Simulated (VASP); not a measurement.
Given:

```
CELL_PARAMETERS angstrom
      0.00000     1.74335     1.74335
      1.74335     0.00000     1.74335
      1.74335     1.74335     0.00000
ATOMIC_POSITIONS crystal
  Ni 0.00000 0.00000 0.00000
```
Starting moments (μB, in the order of the record's atoms Ni): 0.6.

Level of theory: optB86b-vdW, VASP's PBE PAW potentials (set 64) (plane waves; VASP). Numerical set-up: 520 eV cut-off, 18×18×18 Γ-centred mesh, first-order Methfessel-Paxton smearing of 0.10 eV, potentials Ni.

### Question
What does the run give for the cell moment, energy per atom (σ→0), band gap (on the k-mesh) with the smallest direct gap where there is one?

### Answer

```json
{
 "band gap (on the k-mesh)": "none (metal, semimetal or under 0.01 eV)",
 "cell_moment": "0.61 μB",
 "energy per atom (σ→0)": "-2.895 eV/atom"
}
```

### Question
Give the moment on each site (PAW-sphere projection).

### Answer

```
site  moment (μB)
----  -----------
Ni1          0.61
```

Only differences to runs with the same potentials and settings are physical.

The compound is Ni in the fcc structure. It was relaxed first.
